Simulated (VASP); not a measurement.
SiO2 (rutile): the lattice constant a from VASP (plane waves, PAW) at several levels of theory. Static lattice.  The measured value holds thermal and zero-point effects that the static calculation lacks.

```tsv
level	lattice constant a (Å)	error against measurement
LDA	4.158	-0.5 %
PBE	4.235	+1.3 %
PBEsol	4.196	+0.4 %
SCAN	4.179	+0.0 %
r2SCAN	4.185	+0.2 %
```

Measured: 4.179 Å (as given by Zenji Hiroi, Progress in Solid State Chemistry (2015), arXiv:1503.02262).

The cell of the LDA run:

```cif
data_O4Si2
_chemical_formula_sum 'Si2 O4'
_space_group_name_H-M_alt 'P 1'
_space_group_IT_number 1
_cell_length_a 4.15827
_cell_length_b 4.15827
_cell_length_c 2.66796
_cell_angle_alpha 90.000
_cell_angle_beta 90.000
_cell_angle_gamma 90.000
loop_
_space_group_symop_operation_xyz
  'x, y, z'
loop_
_atom_site_label
_atom_site_type_symbol
_atom_site_fract_x
_atom_site_fract_y
_atom_site_fract_z
_atom_site_occupancy
Si1 Si 0.00000 0.00000 0.00000 1
Si2 Si 0.50000 0.50000 0.50000 1
O1 O 0.30545 0.30545 0.00000 1
O2 O 0.80545 0.19455 0.50000 1
O3 O 0.19455 0.80545 0.50000 1
O4 O 0.69455 0.69455 0.00000 1
```

Only levels that ran to the end are used. Left out are those held back, those with too coarse a band path, GW runs whose mesh misses a band edge, hybrids' fits of cells that aren't cubic and levels without matching references; a question may draw on a part of the rest.

The compound is SiO2 in the rutile structure, stishovite, a high-pressure form.
